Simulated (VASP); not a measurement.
```xyz
1
Lattice="2.5394 0.0000 0.0000 0.0000 2.5394 0.0000 0.0000 0.0000 2.5394" Properties=species:S:1:pos:R:3 pbc="T T T"
Os     0.0000     0.0000     0.0000
```

Calculation: r2SCAN meta-GGA, VASP's PBE PAW potentials (set 64) (plane waves; VASP). Numerical set-up: 400 eV cut-off, 16×16×16 Γ-centred mesh, tetrahedra with Blöchl corrections, potentials Os.

Unless said otherwise, spin-orbit coupling is left out, though it shifts the bands of the heavy elements here.

Question: Estimate the energy per atom (σ→0), band gap (over mesh and band path) with the smallest direct gap where there is one.

Answer: 
The band gap (over mesh and band path) is none (metal, semimetal or under 0.01 eV). The energy per atom (σ→0) comes out as -51.431 eV/atom.

The absolute energy has meaning only against runs of the same code, potentials and settings.

The structure was generated: Os was put into the simple-cubic type (Pm-3m), which need not be its known phase. It was relaxed first.
